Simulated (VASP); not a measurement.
# SiC (Moissanite 3C): GW quasiparticle gap, part 2 of 3

Wanted: how far GW moves the Kohn-Sham levels of SiC (Moissanite 3C). The cell is of the zinc-blende type, one of the forms listed for this formula. The start is a cell from a database of measured crystal structures.

VASP 6.6.1, plane waves and PAW; the level of theory is named at each step.

So far, gap on the k-mesh (eV): step 3 (empty bands) 1.30.

### Step 4. G0W0, ENCUTGW 80, bands in the sums 36

This step: G0W0 on LDA; plane waves and PAW (Si_GW, C_GW) (VASP 6.6.1).

One pass of GW corrects the levels to first order, with G and W from the starting orbitals.

Contents of INCAR:

```
SYSTEM = SiC
PREC = Accurate
ENCUT = 440
ISMEAR = 0
SIGMA = 0.01
LREAL = .FALSE.
GGA = CA
NBANDS = 36
ALGO = EVGW0
NELMGW = 1
ENCUTGW = 80
NOMEGA = 48
PRECFOCK = Fast
NBANDSGW = 12
LWAVE = .FALSE.
LCHARG = .FALSE.
```

Contents of POSCAR:

```
SiC
1.0
    0.0000000000      2.1790000000      2.1790000000
    2.1790000000      0.0000000000      2.1790000000
    2.1790000000      2.1790000000      0.0000000000
Si C
1 1
Direct
    0.0000000000      0.0000000000      0.0000000000
    0.7500000000      0.7500000000      0.7500000000
```

Contents of KPOINTS:

```
Automatic mesh
0
Gamma
6 6 6
0 0 0
```

Potentials, in the order of the species: Si_GW and C_GW (LDA family, release 64).

Run with:

```console
$ mpirun -np 4 vasp_std
```

The log of the run:

```text
[banner, memory and clock lines left out]
running    4 mpi-ranks, on    1 nodes
 distrk:  each k-point on    4 cores,    1 groups
 distr:  one band on    1 cores,    4 groups

 POSCAR found type information on POSCAR SiC
 POSCAR found :  2 types and       2 ions
|                                                                             |
|           W    W    AA    RRRRR   N    N  II  N    N   GGGG   !!!           |
|           W    W   A  A   R    R  NN   N  II  NN   N  G    G  !!!           |
|           W    W  A    A  R    R  N N  N  II  N N  N  G       !!!           |
|           W WW W  AAAAAA  RRRRR   N  N N  II  N  N N  G  GGG   !            |
|           WW  WW  A    A  R   R   N   NN  II  N   NN  G    G                |
|           W    W  A    A  R    R  N    N  II  N    N   GGGG   !!!           |
|                                                                             |
|     The default for ENCUTGWSOFT is different in this version of VASP.       |
|     please manually set ENCUTGWSOFT =80 in the INCAR file.                  |
|                                                                             |

 LDA part: xc-table for (Slater(with rela. corr.)+CA(PZ))
 , standard interpolation
 found WAVECAR, reading the header
 POSCAR, INCAR and KPOINTS ok, starting setup
 FFT: planning ... GRIDC
 FFT: planning ... GRID_SOFT
 FFT: planning ... GRID
 reading WAVECAR
 the WAVECAR file was read successfully
 initial charge from wavefunction
 available memory per node:     69.61 GB, setting MAXMEM to     71281

 The Fermi energy was updated, please check that it is located mid-gap
 values below the HOMO (VB) or above the LUMO (CB) will cause erroneous energies
 E-fermi :   8.3976

 calculate exact exchange contribution
 the WAVEDER file was read successfully
energies w=
    0.000    0.000    0.561    0.000    1.119    0.000    1.673    0.000
    2.220    0.000    2.760    0.000    3.290    0.000    3.811    0.000
    4.322    0.000    4.824    0.000    5.317    0.000    5.801    0.000
    6.279    0.000    6.751    0.000    7.219    0.000    7.685    0.000
    8.150    0.000    8.616    0.000    9.086    0.000    9.562    0.000
   10.046    0.000   10.541    0.000   11.050    0.000   11.576    0.000
   12.124    0.000   12.697    0.000   13.301    0.000   13.941    0.000
   14.626    0.000   15.363    0.000   16.163    0.000   17.039    0.000
   18.007    0.000   19.088    0.000   20.308    0.000   21.701    0.000
   23.313    0.000   25.206    0.000   27.469    0.000   30.228    0.000
   33.669    0.000   38.088    0.000   43.970    0.000   52.178    0.000
   64.408    0.000   84.519    0.000  123.577    0.000  231.485    0.000
 responsefunction array rank=      40
 LDA part: xc-table for (Slater(with rela. corr.)+CA(PZ))
 , standard interpolation

 min. memory requirement per mpi rank     88.6 MB, per node    354.4 MB

 allocating  12 responsefunctions rank=    40
 shmem allocating  48 responsefunctions rank=    40
 response function shared by NCSHMEM nodes    1
 Doing           12  frequencies on each core in blocks of           48
NQ=   1    0.0000    0.0000    0.0000,
|.........|.........|.........|.........|.........|.........|.........|.........
 performed         69000 updates of chi_q(r,r)
 total number of BLAS operations          0.40 Gflops
NQ=   2    0.1667    0.0000    0.0000,
|.........|.........|.........|.........|.........|.........|.........|.........
 performed        196000 updates of chi_q(r,r)
 total number of BLAS operations          1.80 Gflops
NQ=   3    0.3333    0.0000    0.0000,
|.........|.........|.........|.........|.........|.........|.........|.........
 performed        323000 updates of chi_q(r,r)
 total number of BLAS operations          2.99 Gflops
NQ=   4    0.5000    0.0000    0.0000,
|.........|.........|.........|.........|.........|.........|.........|.........
 performed        430000 updates of chi_q(r,r)
 total number of BLAS operations          3.98 Gflops
NQ=   5    0.1667    0.1667    0.0000,
|.........|.........|.........|.........|.........|.........|.........|.........
 performed        557000 updates of chi_q(r,r)
 total number of BLAS operations          4.96 Gflops
NQ=   6    0.3333    0.1667    0.0000,
|.........|.........|.........|.........|.........|.........|.........|.........
 performed        759000 updates of chi_q(r,r)
 total number of BLAS operations          6.83 Gflops
NQ=   7    0.5000    0.1667    0.0000,
|.........|.........|.........|.........|.........|.........|.........|.........
 performed        961000 updates of chi_q(r,r)
 total number of BLAS operations          8.81 Gflops
NQ=   8   -0.3333    0.1667    0.0000,
|.........|.........|.........|.........|.........|.........|.........|.........
 performed       1163000 updates of chi_q(r,r)
 total number of BLAS operations         10.79 Gflops
NQ=   9   -0.1667    0.1667    0.0000,
|.........|.........|.........|.........|.........|.........|.........|.........
 performed       1337000 updates of chi_q(r,r)
 total number of BLAS operations         12.81 Gflops
NQ=  10    0.3333    0.3333    0.0000,
|.........|.........|.........|.........|.........|.........|.........|.........
 performed       1464000 updates of chi_q(r,r)
 total number of BLAS operations         13.79 Gflops
NQ=  11    0.5000    0.3333    0.0000,
|.........|.........|.........|.........|.........|.........|.........|.........
 performed       1666000 updates of chi_q(r,r)
 total number of BLAS operations         15.77 Gflops
NQ=  12   -0.3333    0.3333    0.0000,
|.........|.........|.........|.........|.........|.........|.........|.........
 performed       1840000 updates of chi_q(r,r)
 total number of BLAS operations         17.39 Gflops
NQ=  13    0.5000    0.5000    0.0000,
|.........|.........|.........|.........|.........|.........|.........|.........
 performed       1935000 updates of chi_q(r,r)
 total number of BLAS operations         18.60 Gflops
NQ=  14    0.5000    0.3333    0.1667,
|.........|.........|.........|.........|.........|.........|.........|.........
 performed       2163000 updates of chi_q(r,r)
 total number of BLAS operations         20.71 Gflops
NQ=  15   -0.3333    0.3333    0.1667,
|.........|.........|.........|.........|.........|.........|.........|.........
 performed       2377000 updates of chi_q(r,r)
 total number of BLAS operations         22.26 Gflops
NQ=  16   -0.3333    0.5000    0.1667,
|.........|.........|.........|.........|.........|.........|.........|.........
 performed       2552000 updates of chi_q(r,r)
 total number of BLAS operations         23.69 Gflops
 resolving degeneracies of screened two electron integrals

 calculate QP shifts <psi_nk| G(iteration)W_0 |psi_nk>: iteration 1
 entering main loop
```

Run time: 12 s. Hardware: 4 MPI ranks of Intel Xeon 6975P-C (Granite Rapids), shared host; peak memory 0.56 GiB.

From OUTCAR (step 4):

```text
The static configuration has the point symmetry T_d .

 Found     16 irreducible k-points:

   k-points           NKPTS =     16   k-points in BZ     NKDIM =    216   number of bands    NBANDS=     36

   NELECT =       8.0000    total number of electrons

 E-fermi :   8.3976

 QP shifts <psi_nk| G(iteration)W_0 |psi_nk>: iteration 1
 for sc-GW calculations column KS-energies equals QP-energies in previous step
 and V_xc(KS)=  KS-energies - (<T + V_ion + V_H > + <T+V_H+V_ion>^1  + <V_x>^1)
 k-point   1 :       0.0000    0.0000    0.0000
  band No.  KS-energies  QP-energies   sigma(KS)   V_xc(KS)     V^pw_x(r,r')   Z            occupation Imag(sigma)
      1      -7.5790      -8.3072     -13.7951     -12.7876     -21.6047       0.7228       2.0000       1.4231
      2       7.7497       7.7650     -14.9534     -14.9727     -17.3843       0.7900       2.0000       0.0756
      3       7.7497       7.7650     -14.9534     -14.9727     -17.3843       0.7900       2.0000       0.0756
      4       7.7497       7.7650     -14.9534     -14.9727     -17.3843       0.7900       2.0000       0.0756
      5      14.0319      14.9667     -12.1202     -13.3167      -7.4002       0.7813       0.0000      -0.1142
      6      14.9301      16.0461     -10.4778     -11.8857      -5.7720       0.7926       0.0000      -0.1094
      7      14.9301      16.0461     -10.4778     -11.8857      -5.7720       0.7926       0.0000      -0.1094
      8      14.9301      16.0461     -10.4778     -11.8857      -5.7720       0.7926       0.0000      -0.1094
    ...

 k-point   2 :       0.1667    0.0000    0.0000
  band No.  KS-energies  QP-energies   sigma(KS)   V_xc(KS)     V^pw_x(r,r')   Z            occupation Imag(sigma)
      1      -7.0379      -7.7465     -13.8373     -12.8588     -21.4962       0.7242       2.0000       1.3334
      2       5.3893       5.1494     -14.3435     -14.0338     -17.3047       0.7748       2.0000       0.1009
      3       7.4154       7.3927     -14.8348     -14.8061     -17.3194       0.7888       2.0000       0.0777
      4       7.4154       7.3927     -14.8348     -14.8061     -17.3194       0.7888       2.0000       0.0777
      5      14.0449      15.0399     -11.1801     -12.4368      -6.5691       0.7918       0.0000      -0.1056
      6      15.4474      16.5939     -10.5690     -12.0227      -5.7021       0.7886       0.0000      -0.1219
      7      15.4474      16.5939     -10.5690     -12.0227      -5.7021       0.7886       0.0000      -0.1219
      8      16.0187      17.2373     -11.8440     -13.4156      -6.8083       0.7754       0.0000      -0.1489
    ...

 k-point   3 :       0.3333    0.0000    0.0000
  band No.  KS-energies  QP-energies   sigma(KS)   V_xc(KS)     V^pw_x(r,r')   Z            occupation Imag(sigma)
      1      -5.4997      -6.1551     -14.0346     -13.1353     -21.2828       0.7289       2.0000       1.1013
      2       1.5817       1.1144     -13.7161     -13.0890     -17.9476       0.7452       2.0000       0.2349
      3       6.8998       6.8198     -14.7393     -14.6375     -17.3553       0.7854       2.0000       0.0816
      4       6.8998       6.8198     -14.7393     -14.6375     -17.3553       0.7854       2.0000       0.0816
      5      13.3774      14.3671     -11.1619     -12.4042      -6.7322       0.7967       0.0000      -0.0942
      6      15.2795      16.3572     -10.2764     -11.6354      -5.4315       0.7930       0.0000      -0.1203
      7      15.2795      16.3572     -10.2764     -11.6354      -5.4315       0.7930       0.0000      -0.1203
      8      17.5384      18.7339     -11.4293     -12.9977      -5.7162       0.7623       0.0000      -0.2361
    ...

[... 7 parts as in an earlier step ...]

[... 5 further parts left out ...]
```

Numbers from this step:

```
quasiparticle gap on the mesh                 : 1.920 eV
smallest direct quasiparticle gap on the mesh : 5.452 eV
gap of the starting orbitals on the mesh      : 1.296 eV
```

GW takes the gap from 1.296 to 1.920 eV. The value holds for 36 bands, ENCUTGW = 80 eV and this mesh, and isn't shown to be converged in them.

### Step 5. Empty bands

This step: LDA; plane waves and PAW (Si_GW, C_GW) (VASP 6.6.1).

The empty bands are made again, for the run that follows.

Contents of INCAR:

```
SYSTEM = SiC
PREC = Accurate
ENCUT = 440
ISMEAR = 0
SIGMA = 0.01
LREAL = .FALSE.
GGA = CA
NBANDS = 64
ALGO = Exact
NELM = 1
LWAVE = .TRUE.
LCHARG = .FALSE.
LOPTICS = .TRUE.
NEDOS = 1000
CSHIFT = 0.1
```

POSCAR is that of step 4.

KPOINTS is that of step 4.

Run with:

```console
$ mpirun -np 4 vasp_std
```

The log of the run:

```text
[banner, memory and clock lines left out]
running    4 mpi-ranks, on    1 nodes
[...]
LDA part: xc-table for (Slater(with rela. corr.)+CA(PZ))
 , standard interpolation
 found WAVECAR, reading the header
  number of bands has changed, file:    10 present:    64
  trying to continue reading WAVECAR, but it might fail
 POSCAR, INCAR and KPOINTS ok, starting setup
[...]
reading WAVECAR
 random initialization beyond band           10
 the WAVECAR file was read successfully
 initial charge from wavefunction
 entering main loop
       N       E                     dE             d eps       ncg     rms          rms(c)
[... 1 cycle as in an earlier step ...]
   1 F= -.16627434E+02 E0= -.16627434E+02  d E =-.563518E-16
 writing wavefunctions
 optical routines
 imaginary and real dielectric function
 recalculating local potential from charge density
 direction            1
 direction            2
 direction            3
```

Wall time 1.8 s (4 MPI ranks); peak memory 0.47 GiB.

OUTCAR, selected parts (step 5):

```text
  Total       -0.6795379     -0.6795379     -0.6795379     -0.0000000     -0.0000000     -0.0000000
  in kB      -52.6165727    -52.6165727    -52.6165727     -0.0000000     -0.0000000     -0.0000000
  external PRESSURE =     -52.6165727 kB  Pullay stress =       0.0000000 kB

[... 4 parts as in an earlier step ...]

[... 2 further parts left out ...]
[key lines of the parts left out:]
E-fermi :   7.8026
```

WAVECAR now holds 64 bands for 8 electrons.

### Step 6. G0W0, ENCUTGW 120, bands in the sums 64

This step: G0W0 on LDA; plane waves and PAW (Si_GW, C_GW) (VASP 6.6.1).

ENCUTGW rises to 120 eV and the bands with it, to about the number of plane waves under that cutoff.

Contents of INCAR:

```
SYSTEM = SiC
PREC = Accurate
ENCUT = 440
ISMEAR = 0
SIGMA = 0.01
LREAL = .FALSE.
GGA = CA
NBANDS = 64
ALGO = EVGW0
NELMGW = 1
ENCUTGW = 120
NOMEGA = 48
PRECFOCK = Fast
NBANDSGW = 12
LWAVE = .FALSE.
LCHARG = .FALSE.
```

POSCAR is that of step 5.

KPOINTS is that of step 5.

Run with:

```console
$ mpirun -np 4 vasp_std
```

The log of the run:

```text
[banner, memory and clock lines left out]
running    4 mpi-ranks, on    1 nodes
[...]
|                                                                             |
|           W    W    AA    RRRRR   N    N  II  N    N   GGGG   !!!           |
|           W    W   A  A   R    R  NN   N  II  NN   N  G    G  !!!           |
|           W    W  A    A  R    R  N N  N  II  N N  N  G       !!!           |
|           W WW W  AAAAAA  RRRRR   N  N N  II  N  N N  G  GGG   !            |
|           WW  WW  A    A  R   R   N   NN  II  N   NN  G    G                |
|           W    W  A    A  R    R  N    N  II  N    N   GGGG   !!!           |
|                                                                             |
|     The default for ENCUTGWSOFT is different in this version of VASP.       |
|     please manually set ENCUTGWSOFT =120 in the INCAR file.                 |
|                                                                             |

 LDA part: xc-table for (Slater(with rela. corr.)+CA(PZ))
[...]
total number of BLAS operations         92.99 Gflops
NQ=  12   -0.3333    0.3333    0.0000,
|.........|.........|.........|.........|.........|.........|.........|.........
 performed       3337000 updates of chi_q(r,r)
 total number of BLAS operations        103.01 Gflops
NQ=  13    0.5000    0.5000    0.0000,
|.........|.........|.........|.........|.........|.........|.........|.........
 performed       3511000 updates of chi_q(r,r)
 total number of BLAS operations        108.73 Gflops
NQ=  14    0.5000    0.3333    0.1667,
|.........|.........|.........|.........|.........|.........|.........|.........
 performed       3921000 updates of chi_q(r,r)
 total number of BLAS operations        121.36 Gflops
NQ=  15   -0.3333    0.3333    0.1667,
|.........|.........|.........|.........|.........|.........|.........|.........
 performed       4307000 updates of chi_q(r,r)
 total number of BLAS operations        133.24 Gflops
NQ=  16   -0.3333    0.5000    0.1667,
|.........|.........|.........|.........|.........|.........|.........|.........
 performed       4624000 updates of chi_q(r,r)
 total number of BLAS operations        143.00 Gflops
 resolving degeneracies of screened two electron integrals

 calculate QP shifts <psi_nk| G(iteration)W_0 |psi_nk>: iteration 1
 entering main loop
[key lines of the parts left out:]
E-fermi :   8.3976
```

The job ended after 20 s (4 MPI ranks; peak memory 0.66 GiB; 76 s of CPU time).

From OUTCAR (step 6):

```text
 QP shifts <psi_nk| G(iteration)W_0 |psi_nk>: iteration 1
 for sc-GW calculations column KS-energies equals QP-energies in previous step
 and V_xc(KS)=  KS-energies - (<T + V_ion + V_H > + <T+V_H+V_ion>^1  + <V_x>^1)
 k-point   1 :       0.0000    0.0000    0.0000
  band No.  KS-energies  QP-energies   sigma(KS)   V_xc(KS)     V^pw_x(r,r')   Z            occupation Imag(sigma)
      1      -7.5790      -8.4960     -14.0603     -12.7876     -21.6047       0.7206       2.0000       1.4103
      2       7.7497       7.4480     -15.3566     -14.9727     -17.3843       0.7861       2.0000       0.0842
      3       7.7497       7.4480     -15.3566     -14.9727     -17.3843       0.7861       2.0000       0.0842
      4       7.7497       7.4480     -15.3566     -14.9727     -17.3843       0.7861       2.0000       0.0842
      5      14.0319      14.7282     -12.4209     -13.3167      -7.4002       0.7773       0.0000      -0.1117
      6      14.9301      15.8212     -10.7585     -11.8857      -5.7720       0.7905       0.0000      -0.1064
      7      14.9301      15.8212     -10.7585     -11.8857      -5.7720       0.7905       0.0000      -0.1064
      8      14.9301      15.8212     -10.7585     -11.8857      -5.7720       0.7905       0.0000      -0.1064
    ...

[... 1 part as in an earlier step ...]

[... 2 further parts left out ...]
[key lines of the parts left out:]
E-fermi :   8.3976
```

The gap is now 2.082 eV, +162 meV against the GW run before.

### Step 7. Empty bands

This step: LDA; plane waves and PAW (Si_GW, C_GW) (VASP 6.6.1).

The empty bands are made again, for the run that follows.

Contents of INCAR:

```
SYSTEM = SiC
PREC = Accurate
ENCUT = 440
ISMEAR = 0
SIGMA = 0.01
LREAL = .FALSE.
GGA = CA
NBANDS = 96
ALGO = Exact
NELM = 1
LWAVE = .TRUE.
LCHARG = .FALSE.
LOPTICS = .TRUE.
NEDOS = 1000
CSHIFT = 0.1
```

POSCAR is that of step 6.

KPOINTS is that of step 6.

Run with:

```console
$ mpirun -np 4 vasp_std
```

The log of the run:

```text
[banner, memory and clock lines left out]
running    4 mpi-ranks, on    1 nodes
[...]
LDA part: xc-table for (Slater(with rela. corr.)+CA(PZ))
 , standard interpolation
 found WAVECAR, reading the header
  number of bands has changed, file:    10 present:    96
  trying to continue reading WAVECAR, but it might fail
 POSCAR, INCAR and KPOINTS ok, starting setup
[...]
reading WAVECAR
 random initialization beyond band           10
 the WAVECAR file was read successfully
 initial charge from wavefunction
 entering main loop
       N       E                     dE             d eps       ncg     rms          rms(c)
[... 1 cycle as in an earlier step ...]
   1 F= -.16627434E+02 E0= -.16627434E+02  d E =-.510581E-99
 writing wavefunctions
 optical routines
 imaginary and real dielectric function
 recalculating local potential from charge density
 direction            1
 direction            2
 direction            3
```

Elapsed: 2 s, on 4 MPI ranks; peak memory 0.47 GiB.

OUTCAR, selected parts (step 7):

```text
  Total       -0.6795379     -0.6795379     -0.6795379     -0.0000000      0.0000000     -0.0000000
  in kB      -52.6165733    -52.6165733    -52.6165733     -0.0000000      0.0000000     -0.0000000
  external PRESSURE =     -52.6165733 kB  Pullay stress =       0.0000000 kB

[... 4 parts as in an earlier step ...]

[... 2 further parts left out ...]
[key lines of the parts left out:]
E-fermi :   7.8977
```

WAVECAR now holds 96 bands for 8 electrons.

[end of part 2 of 3]

[Lines on the potential files, build, host, timing and source positions are cut from VASP's logs without a mark.]

[Logs are printed without paths, hosts, clocks, repeated set-up lines and the standing remarks that a program may print on its own settings, such as how far it seeks lower states.]

[Hosts, paths, dates, database ids (printed as entryN), source tags and the programs' standing remarks are cut or masked in the printed files.]

[Pressures printed for these runs are not shown converged in the cutoff: they can be off by several GPa and have the wrong sign.]
